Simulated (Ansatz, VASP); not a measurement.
## Cross-check of Ti (Titanium) between VASP and Ansatz

One calculation is typed for both programs; each brings its own data sets. How far apart do they land? Of the first pair: The structure shown is the end of the Ansatz relaxation below.

Calculated with Ansatz 0.2.0; plane waves, with VASP 6.6.1 beside it; single point at PBEsol and zone-centre phonons at PBEsol.

### 1. The structure

The structure is hexagonal, space group P6_3/mmc (No. 194). Conventional cell: a = 2.890 Å, b = 2.890 Å, c = 4.574 Å, α = 90.00°, β = 90.00°, γ = 120.00°. Nearest to Ti lie 12 Ti at 2.83 to 2.89 Å.

Coordinates:

```cif
data_structure
_symmetry_space_group_name_H-M 'P 1'
_symmetry_Int_Tables_number 1
_cell_length_a 2.8904
_cell_length_b 2.8904
_cell_length_c 4.5744
_cell_angle_alpha 90.000
_cell_angle_beta 90.000
_cell_angle_gamma 120.000
_cell_volume 33.10
loop_
_atom_site_label
_atom_site_type_symbol
_atom_site_fract_x
_atom_site_fract_y
_atom_site_fract_z
_atom_site_occupancy
Ti1 Ti 0.33333 0.66667 0.25000 1
Ti2 Ti 0.66667 0.33333 0.75000 1
```

### 2. Ansatz: relaxation, PBEsol

Ansatz runs on its PAW soft_1 files.

This run makes the geometry at which the two programs are then compared.

File input.yaml:

```yaml
crystal:
  lattice:
    - [2.8870887968, 0.0, 0.0]
    - [-1.4435443984, 2.500292241, 0.0]
    - [0.0, 0.0, 4.5849727992]
  atoms:
    - { symbol: Ti, position: [0.3333333333, 0.6666666667, 0.25] }
    - { symbol: Ti, position: [0.6666666667, 0.3333333333, 0.75] }
kpoints:
  mp_grid: { grid: [18, 18, 12] }
hamiltonian:
  xc: pbesol
  pseudopotentials: { kind: paw, azcp: { folder: soft_1 }, xc_functional: pbe }
scf:
  occupations: { method: methfessel_paxton, width: 0.2 }
output:
  forces: true
  stress: true
  eigenvalues: true
relax:
  adjacent_minimum: "off"
  f_tol: 0.001
  max_steps: 60
  cell: { stress_tol: 0.01, fix: [volume] }
```

Started as:

```sh
ansatz run input.yaml --threads 4 --pin off --max-ram 10240MiB --backend cpu --events-out ev --progress --plain --runs-dir out
```

Numbers of over 12 decimals in the logs are rounded to 6 here.

The log of the run:

```text
Engine: ansatz 0.2.0, x86_64-unknown-linux-gnu
Pseudopotentials: kind: paw
Pseudopotential: Ti, paw, valence charge 12, recommended cutoff 420 eV (normal), soft_1/Ti.paw.azcp
Functional definition: PBEsol
  exchange = pbesol_x
  correlation = pbesol_c
Crystal: 2 atoms, lattice volume = 33.097 Å³
Basis set: ecut = 420 eV, 627 PW (Γ), exchange–correlation on 40×40×64 points (8 copies of the dense FFT grid, shifted against one another)
Bands: 16, of which v1, the nominal top of the filled ones, is band 12 counted from 1 (11 counted from 0)
Symmetry: 24 space group operations
Space group: P63/mmc (ITA 194), of the structure as read, at distance tolerance 3.2e-5 Å
k-points: 259 of 3888
Non-local potential: Ti, projectors of the file, l = 0: 3, l = 1: 2, l = 2: 3, l = 3: 1
PAW form: soft (Blöchl's): semilocal exchange-correlation on the pseudo side does not see the compensation charge
PAW frozen core: Ti, regenerated for the run's functional, and the local potential with it (the file was generated under x = pbe(κ = 0.804, μ = 0.219515), c = pbe(β = 0.066725))
PAW one-centre angular grid: Ti, 590 points (default); XC on 64 Gauss nodes
Initial density: superposition of atomic densities (chi_scale 0.1, normalization cell)
Initial wavefunctions: pseudopotential atomic-orbital guess
Functional: x = pbesol(κ = 0.804, μ = 0.123457), c = pbesol(β = 0.046)
SCF iter   1: F=—  HF=-4948.264395 eV  |F-HF|=—  |Δ(HF+E_count)|=         —  Δρ=6.44e-2  dr2=1.39e0  ethr=3.10e-3  ⟨swp⟩=3.0  Hψ=15381  notcnv=0
preconditioner: auto → none  [metal: Δε(μ)=0.004 eV  Ē_g=3.279 eV  σ=0.200 eV  W_gap=0.02  n_scr=8 (ndim 8)  ℏωp=18.3 eV  f_vac=0.000  D(μ)=1.55/eV (n_scr^D=22)  sad-step TF]
SCF iter   2: F=—  HF=-4947.915031 eV  |F-HF|=—  |Δ(HF+E_count)|=   3.49e-1  S|Δr|=    0.00e0  Δρ=3.23e-2  dr2=3.72e-1  ethr=3.10e-3  ⟨swp⟩=2.4  Hψ=8343  notcnv=0
SCF iter   3: F=—  HF=-4947.796846 eV  |F-HF|=—  |Δ(HF+E_count)|=   1.18e-1  S|Δr|=    0.00e0  Δρ=1.87e-3  dr2=5.49e-4  ethr=1.55e-3  ⟨swp⟩=2.4  Hψ=6880  notcnv=0
SCF iter   4: F=—  HF=-4947.797406 eV  |F-HF|=—  |Δ(HF+E_count)|=   5.60e-4  S|Δr|=    0.00e0  Δρ=2.00e-4  dr2=8.40e-6  ethr=2.29e-6  ⟨swp⟩=2.4  Hψ=7779  notcnv=0
SCF iter   5: F=—  HF=-4947.797415 eV  |F-HF|=—  |Δ(HF+E_count)|=   8.68e-6  S|Δr|=    0.00e0  Δρ=5.92e-5  dr2=7.56e-7  ethr=3.50e-8  ⟨swp⟩=2.0  Hψ=5187  notcnv=0
SCF iter   6: F=-4947.797414 eV  HF=-4947.797414 eV  |F-HF|=1.08e-8  |Δ(HF+E_count)|=   2.69e-7  S|Δr|=    0.00e0  Δρ=8.68e-6  dr2=1.46e-8  ethr=4.17e-10  ⟨swp⟩=5.1  Hψ=17496  notcnv=0
SCF 1 converged in 6 iterations: F = -4947.797414 eV  dr2 = 1.46e-8
  greatest PAW one-centre occupation: 0.999 electrons in one spin orbital (limit 2), on the Ti atom at site 1 (counted from 0), in its partial waves of l = 0
relax step   1: F+E_penalty+E_count = -4947.79741439 eV  Δ(F+E_penalty+E_count) = +0.000e0 eV  max|allowed force component| = 2.591e-16 eV/Å  Δτ_max = 0.0000 Å  P = +1.213 GPa  Ω = 33.097 Å³  fix = [volume]  reactions: volume +1.213 GPa  (6 SCF iters, dr2 threshold 1.00e-7 eV, accepted)
[...]
relax step   2: F+E_penalty+E_count = -4947.79751303 eV  Δ(F+E_penalty+E_count) = -9.864e-5 eV  max|allowed force component| = 9.252e-17 eV/Å  Δτ_max = 0.0000 Å  P = +1.220 GPa  Ω = 33.097 Å³  energy of the carried Pulay correction = +8.990e-7 eV  fix = [volume]  reactions: volume +1.220 GPa  (3 SCF iters, dr2 threshold 1.88e-7 eV, accepted)
[...]
relax step   3: F+E_penalty+E_count = -4947.79751346 eV  Δ(F+E_penalty+E_count) = -4.302e-7 eV  max|allowed force component| = 5.551e-16 eV/Å  Δτ_max = 0.0000 Å  P = +1.221 GPa  Ω = 33.097 Å³  energy of the carried Pulay correction = +9.576e-7 eV  fix = [volume]  reactions: volume +1.221 GPa  (3 SCF iters, dr2 threshold 7.03e-10 eV, accepted)
[...]
relax step   4: F+E_penalty+E_count = -4947.79751115 eV  Δ(F+E_penalty+E_count) = +2.316e-6 eV  max|allowed force component| = 4.533e-16 eV/Å  Δτ_max = 0.0000 Å  P = +1.221 GPa  Ω = 33.097 Å³  fix = [volume]  reactions: volume +1.221 GPa  stress off target by 5.37e-4 GPa on what of the cell is left free  SCF on the basis re-selected at this cell (its energy is not comparable with the rows above)  (4 SCF iters)
basis re-selected at this cell: Δ(F+E_penalty+E_count) = +2.316e-6 eV, ΔP = +0.000 GPa vs the last step (what re-selecting the basis moved, of the pressure what is left beyond the Pulay correction that the steps carried, after the strain that the cell walked since its last selection, with what the two solves' SCF thresholds leave and, on support functions, any second-order correction that the steps lacked; it is no m [...]
SCF converged after 4 iterations
Stability not checked: this state was not tested for a lower state beside it, because cold or Methfessel-Paxton smearing, or corrected tetrahedra, fill the levels in a way that the test cannot read (fill_not_monotonic; see scf.lower_state_search)
Free energy (F): -4947.797511 eV
Harris-Foulkes:  -4947.797511 eV  (|F-HF|=1.82e-12)
Internal energy: -4947.802108 eV  (E = F + TS)
E sigma→0 (E₀):  -4947.798660 eV
Entropy (-TS):   0.004597 eV (2.299 meV/atom)
Fermi energy:    13.947552 eV
--- Per-component energies (eV) ---
  E_band       = -298.113325
  E_kinetic    = 564.136328
  E_local      = -1693.353252  (includes V_loc(G=0)·N_el)
  E_nonlocal   = 123.928406
  E_hartree    = 672.877079
  E_xc         = -231.052381
  E_vxc        = -290.707265  (∫ρ·V_xc dr)
  E_paw        = -2034.874214  (= ΣΔE_a)
  E_vpaw       = -347.871551  (= ΣTr[D̂ρ^β])
  E_aug_tail   = -0.000159  (compensation charges beyond the density's cutoff)
  E_ewald      = -2349.742685
  E_core_change = 0.278769  (= ΣΔE_core)
  E_smearing   = 0.004597  (= −TS)
  E_closure    = -0.000000  (closes the sum)
  Σ components = -4947.797511   (vs F -4947.797511, Δ=0.00e0)
--- Forces (eV/Å), atoms counted from 1 ---
  atom   1  Ti     0.00000000    -0.00000000    -0.00000000
  atom   2  Ti     0.00000000     0.00000000     0.00000000
  max |Σ_I F_I| component: 1.85e-17 eV/Å
--- Stress (GPa, compression-positive) ---
        1.220841       0.000000       0.000000
       -0.000000       1.220841      -0.000000
        0.000000      -0.000000       1.221646
  P = ⅓ Tr σ = 1.2211 GPa (12.211 kbar)
--- Band table (eV; the first three rows and the last of 259) ---
  k-point 0: bands = [... 8 lower, 7.6443, 11.1234, 14.7344, 14.7344, 14.8481, 14.8714, 15.2760, 15.2760]
  k-point 1: bands = [... 8 lower, 7.7059, 11.1007, 14.7005, 14.7005, 14.7342, 14.8361, 15.2401, 15.2401]
  k-point 2: bands = [... 8 lower, 7.8881, 11.0170, 14.4582, 14.6308, 14.6308, 14.7343, 15.1428, 15.1428]
  k-point 258: bands = [... 8 lower, 12.6151, 12.6151, 12.7812, 12.7812, 13.7443, 13.7443, 15.7010, 15.7010]
--- Relaxed structure (3 steps of the walk, 3 accepted, 1 SCFs on fresh bases) ---
  F+E_penalty+E_count = -4947.79751115 eV   max|allowed force component| = 4.533e-16 eV/Å   (the final SCF, on the basis selected at the relaxed cell)
  cell:  # Å, volume = 33.0969 Å³
    - [2.890422, 0.0, 0.0]
    - [-1.445211, 2.503179, 0.0]
    - [0.0, 0.0, 4.574403]
  atoms:
    - { symbol: Ti, position: [0.333333, 0.666667, 0.25] }
    - { symbol: Ti, position: [0.666667, 0.333333, 0.75] }
```

In the SCF lines HF is the Harris–Foulkes energy and dr2 the Hartree energy of the density residual, in eV; the loop may stop once dr2 is under the threshold and the program's other checks hold. Hψ counts applications of the Hamiltonian.

### 3. VASP: single point, PBEsol

The same cell, functional, mesh and smearing now go to VASP, with its own data sets.

Lines of VASP's logs that name or quote its potential files are left out, and so is its time.

File INCAR:

```
SYSTEM = Ti
PREC = Accurate
ENCUT = 500
EDIFF = 1E-06
NELM = 120
ISMEAR = 1
SIGMA = 0.2
LREAL = .FALSE.
ALGO = Normal
GGA = PS
NBANDS = 18
LASPH = .TRUE.
LORBIT = 11
LWAVE = .FALSE.
LCHARG = .FALSE.
ISIF = 2
GGA_COMPAT = .FALSE.
KPAR = 2
```

File POSCAR:

```
Ti
1.0
    2.8904222269      0.0000000000      0.0000000000
   -1.4452111134      2.5031790761      0.0000000000
    0.0000000000      0.0000000000      4.5744034969
Ti
2
Direct
    0.3333333334      0.6666666668      0.2500000000
    0.6666666668      0.3333333334      0.7500000000
```

File KPOINTS:

```
Automatic mesh
0
Gamma
18 18 12
0 0 0
```

The projector-augmented-wave data sets are Ti_sv (PBE family, release 64).

Started as:

```sh
mpirun -np 2 vasp_std
```

The log of the run:

```text
[banner, memory and clock lines left out]
running    2 mpi-ranks, on    1 nodes
 distrk:  each k-point on    1 cores,    2 groups
 distr:  one band on    1 cores,    1 groups

 POSCAR found type information on POSCAR Ti
 POSCAR found :  1 types and       2 ions
|                                                                             |
|               ----> ADVICE to this user running VASP <----                  |
|                                                                             |
|     You enforced a specific xc type in the INCAR file but a different       |
|     [... a line on the potential file left out ...]
|     I HOPE YOU KNOW WHAT YOU ARE DOING!                                     |
|                                                                             |

 LDA part: xc-table for (Slater+PW92), standard interpolation
 POSCAR, INCAR and KPOINTS ok, starting setup
 FFT: planning ... GRIDC
 FFT: planning ... GRID_SOFT
 FFT: planning ... GRID
 WAVECAR not read
 entering main loop
       N       E                     dE             d eps       ncg     rms          rms(c)
DAV:   1     0.254377572502E+03    0.25438E+03   -0.13033E+04  9332   0.164E+03
DAV:   2     0.108087059964E+02   -0.24357E+03   -0.24048E+03  9558   0.451E+02
DAV:   3    -0.177038463517E+02   -0.28513E+02   -0.28191E+02 17588   0.127E+02
DAV:   4    -0.188252939480E+02   -0.11214E+01   -0.11200E+01 10564   0.264E+01
DAV:   5    -0.188783020058E+02   -0.53008E-01   -0.53000E-01 14534   0.414E+00    0.130E+01
DAV:   6    -0.166808734774E+02    0.21974E+01   -0.78091E+00 10994   0.297E+01    0.328E+00
DAV:   7    -0.166555572811E+02    0.25316E-01   -0.88205E-01 14212   0.720E+00    0.211E+00
DAV:   8    -0.166855577984E+02   -0.30001E-01   -0.23934E-01 10832   0.594E+00    0.778E-01
DAV:   9    -0.166756982508E+02    0.98595E-02   -0.55753E-02 11108   0.253E+00    0.747E-02
DAV:  10    -0.166761161175E+02   -0.41787E-03   -0.31564E-03 13710   0.387E-01    0.978E-02
DAV:  11    -0.166761659002E+02   -0.49783E-04   -0.24530E-04 11058   0.126E-01    0.369E-02
DAV:  12    -0.166761579746E+02    0.79257E-05   -0.37013E-05 11454   0.552E-02    0.579E-03
DAV:  13    -0.166761578949E+02    0.79623E-07   -0.14952E-06  7464   0.115E-02
   1 F= -.16676158E+02 E0= -.16677682E+02  d E =0.457139E-02
```

OUTCAR, selected parts (step 3):

```text
ion  position               nearest neighbor table
   1  0.333  0.667  0.250-   2 2.83   2 2.83   2 2.83   2 2.83   2 2.83   2 2.83
   2  0.667  0.333  0.750-   1 2.83   1 2.83   1 2.83   1 2.83   1 2.83   1 2.83

  LATTYP: Found a hexagonal cell.
 ALAT       =     2.8904222269
 C/A-ratio  =     1.5826073625

 Subroutine GETGRP returns: Found 24 space group operations
 (whereof 12 operations were pure point group operations)

The static configuration has the point symmetry D_3d.
 The point group associated with its full space group is D_6h.

 Found    259 irreducible k-points:

   k-points           NKPTS =    259   k-points in BZ     NKDIM =    259   number of bands    NBANDS=     18

   dimension x,y,z NGX =    24 NGY =   24 NGZ =   36
   dimension x,y,z NGXF=    48 NGYF=   48 NGZF=   72

   ENCUT  =  500.0 eV  36.75 Ry    6.06 a.u.   5.27  5.27  8.34*2*pi/ulx,y,z

   NELECT =      24.0000    total number of electrons

 k-points in reciprocal lattice and weights: Automatic mesh
   0.00000000  0.00000000  0.00000000       0.000
   0.05555556  0.00000000  0.00000000       0.002
   0.11111111  0.00000000  0.00000000       0.002
   0.16666667 -0.00000000  0.00000000       0.002
   0.22222222  0.00000000  0.00000000       0.002
   0.27777778  0.00000000  0.00000000       0.002
   0.33333333  0.00000000  0.00000000       0.002
   0.38888889 -0.00000000  0.00000000       0.002
   0.44444444  0.00000000  0.00000000       0.002
[...]
0.33333333  0.27777778  0.50000000       0.003
   0.33333333  0.33333333  0.50000000       0.001

 average (electrostatic) potential at core
       1 -71.6770       2 -71.6770

 E-fermi :   8.7405

 k-point     1 :       0.0000    0.0000    0.0000
  band No.  band energies     occupation
    ...
      6     -23.7373      2.00000
      7     -23.7009      2.00000
      8     -23.7009      2.00000
      9       2.4045      2.00000
     10       5.9109      2.00000
     11       9.5242     -0.00000
     12       9.5242     -0.00000
     13       9.6552     -0.00000
     14       9.6580     -0.00000
     15      10.0630     -0.00000
    ...

 k-point     2 :       0.0556    0.0000    0.0000
  band No.  band energies     occupation
    ...
      6     -23.7406      2.00000
      7     -23.7183      2.00000
      8     -23.7030      2.00000
      9       2.4958      2.00000
     10       5.9840      2.00000
     11       9.3239     -0.00029
     12       9.4579     -0.00000
     13       9.5899     -0.00000
     14       9.8195     -0.00000
     15      10.0152     -0.00000
    ...

 k-point     3 :       0.1111    0.0000    0.0000
  band No.  band energies     occupation
    ...
      6     -23.7679      2.00000
      7     -23.7509      2.00000
      8     -23.7093      2.00000
      9       2.7645      2.00000
     10       6.1905      2.00000
     11       9.0044     -0.06850
     12       9.0191     -0.06405
     13       9.7836     -0.00000
     14       9.8583     -0.00000
     15      10.0575     -0.00000
    ...

  Total        0.1892936      0.1892936      0.1886993      0.0000000      0.0000000     -0.0000000
  in kB        9.1634461      9.1634461      9.1346750      0.0000000      0.0000000     -0.0000000
  external PRESSURE =       9.1538557 kB  Pullay stress =       0.0000000 kB

  energy-cutoff  :      500.00
  volume of cell :       33.10
      direct lattice vectors                 reciprocal lattice vectors
     2.890422227  0.000000000  0.000000000     0.345970215  0.199745997  0.000000000
    -1.445211113  2.503179076  0.000000000     0.000000000  0.399491994  0.000000000
     0.000000000  0.000000000  4.574403497     0.000000000  0.000000000  0.218607738

 POSITION                                       TOTAL-FORCE (eV/Angst)
 -----------------------------------------------------------------------------------
      0.00000      1.66879      1.14360        -0.000000      0.000000      0.000000
      1.44521      0.83439      3.43080         0.000000     -0.000000      0.000000
 -----------------------------------------------------------------------------------
    total drift:                               -0.000000     -0.000000      0.000000

  FREE ENERGIE OF THE ION-ELECTRON SYSTEM (eV)
  ---------------------------------------------------
  free  energy   TOTEN  =       -16.6761578949 eV

  energy  without entropy=      -16.6807292820  energy(sigma->0) =      -16.67768169

 total charge
# of ion       s       p       d       tot
------------------------------------------
    1        2.262   6.131   1.919  10.312
    2        2.262   6.131   1.919  10.312
--------------------------------------------------
tot          4.523  12.263   3.838  20.624

[... 3 further parts left out ...]
```

The run ends at a pressure of 0.92 GPa.

### 4. Differences

Known differences besides the potentials themselves: the cutoff is 420 eV in Ansatz and 500 eV in VASP; Ansatz makes its cores anew for this functional, VASP keeps those of its PBE data sets; Ansatz's pressure holds a Pulay correction, VASP's none. Total energies have different zeros and are not compared.

The two programs side by side:

| quantity | Ansatz | VASP | difference |
| --- | --- | --- | --- |
| pressure (GPa) | 1.22 | 0.92 | +0.31 |

(Part 1 of 2 ends here.)

[Lines on the potential files, build, host, timing and source positions are cut from VASP's logs without a mark.]

[Logs are printed without paths, hosts, clocks, repeated set-up lines and the standing remarks that a program may print on its own settings, such as how far it seeks lower states.]

[Hosts, paths, dates, database ids (printed as entryN), source tags and the programs' standing remarks are cut or masked in the printed files.]
